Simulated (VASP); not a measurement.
VASP runs on CdF2 (space group Fm-3m) share one base input (PBE GGA, plane waves, VASP's PBE PAW potentials (set 64)) and change the settings named in each case.

### INCAR
```
ALGO  =  Normal
EDIFF  =  1E-6
ENCUT  =  400
GGA  =  PE
ISIF  =  2
ISMEAR  =  -1
LASPH  =  .TRUE.
LCHARG  =  .FALSE.
LMAXMIX  =  4
LREAL  =  .FALSE.
LWAVE  =  .FALSE.
NELM  =  100
PREC  =  Accurate
SIGMA  =  0.05
SYSTEM  =  CdF2
```

### KPOINTS
```
Automatic mesh
0
Gamma
7 7 7
0 0 0
```

POSCAR:
```
CdF2
1
    0.0000000000     2.6950000000     2.6950000000
    2.6950000000     0.0000000000     2.6950000000
    2.6950000000     2.6950000000     0.0000000000
Cd F
1 2
Direct
  0.0000000000   0.0000000000   0.0000000000
  0.2500000000   0.2500000000   0.2500000000
  0.7500000000   0.7500000000   0.7500000000
```

POTCAR, in this order: Cd F (PBE.64 set). Program: vasp_std.

| change | E(σ→0) (eV/atom) | pressure (GPa) |
|---|---|---|
| base run | -3.6308 | -3.63 |
| GGA removed, POTCAR Cd F (LDA.64 set) | -4.2482 | -14.42 |
| GGA_COMPAT = .FALSE., LNONCOLLINEAR = .TRUE., LSORBIT = .TRUE., MAGMOM = 0.0 0.0 0.0 0.0 0.0 0.0 0.0 0.0 0.0, program vasp_ncl | -3.6386 | -3.61 |
| KPOINTS 6×6×6 Γ-centred mesh | -3.6311 | -3.61 |
 Energies of different potentials or functionals have different zeros.  At 400 eV the pressure can carry a Pulay error.

Left out are runs that ran out of time, are held back, or changed the cell or the kind of run, fixed moments of cells without a moment, rows past the twelfth, gaps on odd meshes, pressures of charged cells and columns that move by less than the noise.

The structure is a typed CdF2 crystal (Fm-3m). The cell was not relaxed at this level.
